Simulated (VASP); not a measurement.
These are PBE GGA, VASP's PBE PAW potentials (set 64) (plane waves; VASP 6.6.1) values and carry that method's errors.

VASP ran on this input.

File KPOINTS:
```
Regular mesh
0
gamma
 8 8 6
```

**POSCAR**
```
NiSb
1
    2.0043000000    -3.4715500000     0.0000000000
    2.0043000000     3.4715500000     0.0000000000
    0.0000000000     0.0000000000     5.2326000000
Ni Sb
2 2
Direct
  0.0000000000   0.0000000000   0.5000000000
  0.0000000000   0.0000000000   0.0000000000
  0.3333330000   0.6666670000   0.2500000000
  0.6666670000   0.3333330000   0.7500000000
```

**INCAR**
```
SIGMA = 0.1
PREC = Accurate
LREAL = F
EDIFF = 1E-6
LWAVE = F
SYSTEM = NiSb
ALGO = Normal   ! blocked Davidson
LASPH = T
GGA = PE
LCHARG = F
ENCUT = 275   ! plane-wave cut-off (eV)
ISIF = 2   ! forces and stress, cell fixed
LMAXMIX = 4   ! l cut-off of mixed one-centre charges
NELM = 100
ISMEAR = 1
```

POTCAR, in this order: Ni Sb (PBE.64 set). Program: vasp_std.

The resulting files:

**OUTCAR**
```
 ion  position               nearest neighbor table
   1  0.000  0.000  0.500-   2 2.62   2 2.62   4 2.66   3 2.66   4 2.66   3 2.66   4 2.66   3 2.66
  LATTYP: Found a hexagonal cell.
 ALAT       =     4.0086004905
 C/A-ratio  =     1.3053433517
 Subroutine PRICEL returns:
 Original cell was already a primitive cell.
 Subroutine GETGRP returns: Found 24 space group operations
The static configuration has the point symmetry D_3d.
 The point group associated with its full space group is D_6h.
The dynamic configuration has the point symmetry D_3d.
 Subroutine INISYM returns: Found 24 space group operations
 Subroutine IBZKPT returns following result:
 Found     40 irreducible k-points:

 Following reciprocal coordinates:
            Coordinates               Weight
  0.000000  0.000000  0.000000      1.000000
  0.125000 -0.000000  0.000000      6.000000
  0.250000 -0.000000  0.000000      6.000000
  0.375000  0.000000  0.000000      6.000000
  0.500000 -0.000000  0.000000      3.000000
  0.125000  0.125000  0.000000      6.000000
  0.250000  0.125000  0.000000     12.000000
  0.375000  0.125000  0.000000     12.000000
...
```

**OSZICAR**
```
       N       E                     dE             d eps       ncg     rms          rms(c)
DAV:   1     0.118655427429E+03    0.11866E+03   -0.84308E+03  1544   0.946E+02
DAV:   2    -0.158685325986E+02   -0.13452E+03   -0.13064E+03  1550   0.252E+02
DAV:   3    -0.215502652520E+02   -0.56817E+01   -0.55262E+01  1755   0.598E+01
DAV:   4    -0.216795605740E+02   -0.12930E+00   -0.12891E+00  1671   0.919E+00
DAV:   5    -0.216831562580E+02   -0.35957E-02   -0.35949E-02  1763   0.162E+00    0.128E+01
DAV:   6    -0.248939241889E+02   -0.32108E+01   -0.37703E+01  1652   0.998E+01    0.182E+01
DAV:   7    -0.202993203255E+02    0.45946E+01   -0.13874E+01  1646   0.694E+01    0.376E+00
DAV:   8    -0.203533395055E+02   -0.54019E-01   -0.17783E+00  2034   0.118E+01    0.274E+00
DAV:   9    -0.202910129173E+02    0.62327E-01   -0.27696E-01  1696   0.803E+00    0.667E-01
DAV:  10    -0.202917540271E+02   -0.74111E-03   -0.72103E-03  1646   0.809E-01    0.534E-01
DAV:  11    -0.202915185476E+02    0.23548E-03   -0.62806E-04  1629   0.206E-01    0.145E-01
DAV:  12    -0.202913407539E+02    0.17779E-03   -0.51380E-04  2155   0.346E-01    0.414E-02
DAV:  13    -0.202913437185E+02   -0.29646E-05   -0.63027E-05  1651   0.554E-02    0.297E-02
DAV:  14    -0.202913432368E+02    0.48170E-06   -0.22586E-06  1149   0.154E-02
   1 F= -.20291343E+02 E0= -.20291669E+02  d E =0.977106E-03
```

**OUTCAR**
```
------------------------ aborting loop because EDIFF is reached ----------------------------------------
  FORCE on cell =-STRESS in cart. coord.  units (eV):
  Direction    XX          YY          ZZ          XY          YZ          ZX
  --------------------------------------------------------------------------------------
  Total       -1.6878536     -1.6878542     -1.8017611      0.0000000      0.0000000      0.0000000
  in kB      -37.1374162    -37.1374283    -39.6436930      0.0000000      0.0000000      0.0000000
  external PRESSURE =     -37.9728458 kB  Pullay stress =       0.0000000 kB
  volume of cell :       72.82
      direct lattice vectors                 reciprocal lattice vectors
     2.004300000 -3.471550000  0.000000000     0.249463653 -0.144027884  0.000000000
     2.004300000  3.471550000  0.000000000     0.249463653  0.144027884  0.000000000
     0.000000000  0.000000000  5.232600000     0.000000000  0.000000000  0.191109582
 POSITION                                       TOTAL-FORCE (eV/Angst)
 -----------------------------------------------------------------------------------
      0.00000      0.00000      2.61630        -0.000000      0.000000     -0.000000
      0.00000      0.00000      0.00000        -0.000000      0.000000     -0.000000
      2.00430      1.15719      1.30815        -0.000000      0.000000      0.000000
      2.00430     -1.15719      3.92445         0.000000     -0.000000     -0.000000
 -----------------------------------------------------------------------------------
    total drift:                               -0.000000     -0.000000      0.000000
  FREE ENERGIE OF THE ION-ELECTRON SYSTEM (eV)
  ---------------------------------------------------
  free  energy   TOTEN  =       -20.2913432368 eV

  energy  without entropy=      -20.2923203432  energy(sigma->0) =      -20.29166894
```
(Selected blocks of OUTCAR.)

### OUTCAR
```
 val. band max:        9.1599494153   @ k =   0.1250  -0.0000   0.0000

 cond. band min:       9.1720637487   @ k =   0.3750   0.1250   0.0000


 Fermi energy:         9.1698360479

 k-point     1 :       0.0000    0.0000    0.0000
  band No.  band energies     occupation
      1      -3.3283      2.00000
      2       0.8251      2.00000
      3       3.2926      2.00000
      4       5.5448      2.00000
      5       5.5448      2.00000
      6       6.2974      2.00000
      7       6.8495      2.00000
      8       6.8495      2.00000
      9       7.2540      2.00000
     10       7.2540      2.00000
     11       7.9681      2.00000
     12       7.9681      2.00000
     13       9.1556      1.23896
     14       9.7302     -0.00000
     15       9.7303     -0.00000
     16      11.5049      0.00000
     17      11.5049      0.00000
     18      12.2521      0.00000
     19      12.9043      0.00000

 k-point     2 :       0.1250   -0.0000    0.0000
  band No.  band energies     occupation
      1      -3.1442      2.00000
      2       0.8156      2.00000
      3       3.5017      2.00000
      4       5.4912      2.00000
      5       5.5823      2.00000
      6       6.2091      2.00000
      7       6.7062      2.00000
      8       6.7744      2.00000
      9       7.1464      2.00000
     10       7.2875      2.00000
     11       7.9577      2.00000
     12       7.9690      2.00000
     13       8.5728      2.00000
     14       9.1001      1.91785
     15       9.1599      1.16643
     16      10.7740     -0.00000
     17      11.9987      0.00000
     18      12.6144      0.00000
     19      13.5611      0.00000

 k-point     3 :       0.2500   -0.0000    0.0000
  band No.  band energies     occupation
      1      -2.6055      2.00000
      2       0.7108      2.00000
      3       4.1111      2.00000
      4       4.9478      2.00000
      5       5.6885      2.00000
      6       5.9096      2.00000
      7       6.5007      2.00000
...
```

At this cut-off the stress carries a Pulay error, which pulls relaxed volumes low. Unless said otherwise, spin-orbit coupling is left out, though it shifts the bands of the heavy elements here.

The compound is NiSb in the NiAs type structure. The cell was not relaxed at this level. The run is one of a series of settings (ENCUT = 275 against the base run), some of them coarse on purpose. The run is not spin-polarised, so no magnetic state was tried.
